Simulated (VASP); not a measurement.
A cell of CaO (rock salt) near equilibrium:

```yaml
crystal:
  lattice:
    - [0.00000, 2.40500, 2.40500]
    - [2.40500, 0.00000, 2.40500]
    - [2.40500, 2.40500, 0.00000]
  atoms:
    - { symbol: Ca, position: [0.00000, 0.00000, 0.00000] }
    - { symbol: O, position: [0.50000, 0.50000, 0.50000] }
```

Computed with r2SCAN meta-GGA, VASP's PBE PAW potentials (set 64) (plane waves; VASP).

| run | ΔE (meV/atom) | σxx | σyy | σzz | largest shear component, with its sign (GPa) | gap (eV) |
|---|---|---|---|---|---|---|
| as it is | 0.0 | -0.18 | -0.18 | -0.18 | 0.00 | 4.19 |
| after one change | 1.0 | -1.86 | -1.86 | -1.86 | 0.00 | 4.19 |
Stress is in GPa, positive when the cell is compressed; gaps are those on the k-mesh, and 0.00 means metallic.

Q: What was changed between the two runs?
(A) shear strain γ_xz = -0.5 %
(B) uniaxial strain of -4.0 % along z
(C) isotropic strain of +1.0 %
(D) isotropic strain of +0.5 %

A: D, isotropic strain of +0.5 %

The compound is CaO in the rock salt structure. The cell was not relaxed at this level.
